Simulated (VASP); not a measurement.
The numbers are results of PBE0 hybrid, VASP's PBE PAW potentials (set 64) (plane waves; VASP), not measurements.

VASP input:

### POSCAR
```
SnSe
1
   11.3798470000     0.0000000000     0.0000000000
    0.0000000000     4.0255690000     0.0000000000
    0.0000000000     0.0000000000     4.5862080000
Sn Se
4 4
Direct
  0.6187900000   0.7500000000   0.3765500000
  0.3812100000   0.2500000000   0.6234500000
  0.8812100000   0.2500000000   0.8765500000
  0.1187900000   0.7500000000   0.1234500000
  0.1485500000   0.2500000000   0.5091800000
  0.8514500000   0.7500000000   0.4908200000
  0.3514500000   0.7500000000   0.0091800000
  0.6485500000   0.2500000000   0.9908200000
```

File KPOINTS:
```
Automatic mesh
0
G
  1 3 3
0.5 0.5 0.5
```

### INCAR
```
# general
SYSTEM  =SnSe
PREC    =Accurate
ENCUT   =210
LREAL   =F
LASPH   =T
ISYM    =3

# electronic loop
EDIFF   =1E-6
NELM    =100
ALGO    =Normal
LMAXMIX =4

# smearing
ISMEAR  =0
SIGMA   =0.01

# functional
GGA     =PE
LHFCALC =T
AEXX    =0.25
HFRCUT  =-1
PRECFOCK=Fast

# ions
ISIF    =2

# output
LWAVE   =F
LCHARG  =F
```

POTCAR, in this order: Sn_d Se (PBE.64 set). Program: vasp_std.

Output

**OSZICAR**
```
       N       E                     dE             d eps       ncg     rms          rms(c)
DAV:   1    -0.596405554886E+04   -0.59641E+04   -0.25050E+04   400   0.121E+03
DAV:   2    -0.652480396067E+04   -0.56075E+03   -0.54215E+03   416   0.366E+02
DAV:   3    -0.659662968767E+04   -0.71826E+02   -0.69218E+02   448   0.124E+02
DAV:   4    -0.659948581376E+04   -0.28561E+01   -0.28315E+01   448   0.245E+01
DAV:   5    -0.441070415271E+02    0.65554E+04   -0.31506E+01   440   0.434E+01    0.954E+00
DAV:   6    -0.434751569583E+02    0.63188E+00   -0.32223E+00   424   0.902E+00    0.647E+00
DAV:   7    -0.435584246514E+02   -0.83268E-01   -0.11106E+00   464   0.342E+00    0.432E+00
DAV:   8    -0.435720686914E+02   -0.13644E-01   -0.71780E-02   432   0.101E+00    0.255E+00
DAV:   9    -0.435555093113E+02    0.16559E-01   -0.16519E-02   488   0.583E-01    0.139E+00
DAV:  10    -0.435528920477E+02    0.26173E-02   -0.12199E-02   432   0.353E-01    0.691E-01
DAV:  11    -0.435528123832E+02    0.79664E-04   -0.17215E-03   424   0.152E-01    0.362E-01
DAV:  12    -0.435525770183E+02    0.23536E-03   -0.18828E-04   416   0.752E-02    0.204E-01
DAV:  13    -0.435524950051E+02    0.82013E-04   -0.13248E-04   480   0.486E-02    0.118E-01
DAV:  14    -0.435524901929E+02    0.48122E-05   -0.51828E-05   392   0.248E-02    0.687E-02
DAV:  15    -0.435524931871E+02   -0.29942E-05   -0.77232E-06   352   0.122E-02    0.398E-02
DAV:  16    -0.435524955422E+02   -0.23552E-05   -0.22909E-06   296   0.735E-03    0.234E-02
DAV:  17    -0.435524974497E+02   -0.19075E-05   -0.12519E-06   240   0.552E-03    0.140E-02
DAV:  18    -0.435524987001E+02   -0.12504E-05   -0.56772E-07   248   0.385E-03    0.867E-03
DAV:  19    -0.435524994332E+02   -0.73310E-06   -0.22132E-07   248   0.270E-03
   1 F= -.43552499E+02 E0= -.43552499E+02  d E =-.111199E-18
```

File OUTCAR:
```
------------------------ aborting loop because EDIFF is reached ----------------------------------------
  FORCE on cell =-STRESS in cart. coord.  units (eV):
  Direction    XX          YY          ZZ          XY          YZ          ZX
  --------------------------------------------------------------------------------------
  Total       -4.7954015     -4.6023062     -2.9606135      0.0000000     -0.0000000      0.0000000
  in kB      -36.5694232    -35.0968910    -22.5774481      0.0000000     -0.0000000      0.0000000
  external PRESSURE =     -31.4145875 kB  Pullay stress =       0.0000000 kB
  volume of cell :      210.10
      direct lattice vectors                 reciprocal lattice vectors
    11.379847000  0.000000000  0.000000000     0.087874644  0.000000000  0.000000000
     0.000000000  4.025569000  0.000000000     0.000000000  0.248412088  0.000000000
     0.000000000  0.000000000  4.586208000     0.000000000  0.000000000  0.218045060
 POSITION                                       TOTAL-FORCE (eV/Angst)
 -----------------------------------------------------------------------------------
      7.04174      3.01918      1.72694        -0.509176      0.000000      0.378521
      4.33811      1.00639      2.85927         0.509176     -0.000000     -0.378521
     10.02803      1.00639      4.02004         0.509176     -0.000000      0.378521
      1.35181      3.01918      0.56617        -0.509176      0.000000     -0.378521
      1.69048      1.00639      2.33521        -0.416096      0.000000      0.512938
      9.68937      3.01918      2.25100         0.416096     -0.000000     -0.512938
      3.99945      3.01918      0.04210         0.416096     -0.000000      0.512938
      7.38040      1.00639      4.54411        -0.416096      0.000000     -0.512938
 -----------------------------------------------------------------------------------
    total drift:                                0.000004     -0.000020      0.000008
  FREE ENERGIE OF THE ION-ELECTRON SYSTEM (eV)
  ---------------------------------------------------
  free  energy   TOTEN  =       -43.5524994332 eV

  energy  without entropy=      -43.5524994332  energy(sigma->0) =      -43.55249943

  exchange ACFDT corr.  =         0.00000000  see jH, gK, PRB 81, 115126
```
(Selected blocks of OUTCAR.)

At this cut-off the stress carries a Pulay error, which pulls relaxed volumes low.

The structure comes from a computed database's SnSe entry; how it stands against other phases isn't given here. The cell was not relaxed at this level. The k-mesh is coarse (spacing up to 0.55 per Å, 2π included), so the numbers may not be converged in it. The run is one of a series of settings (ENCUT = 210 against the base run), some of them coarse on purpose.
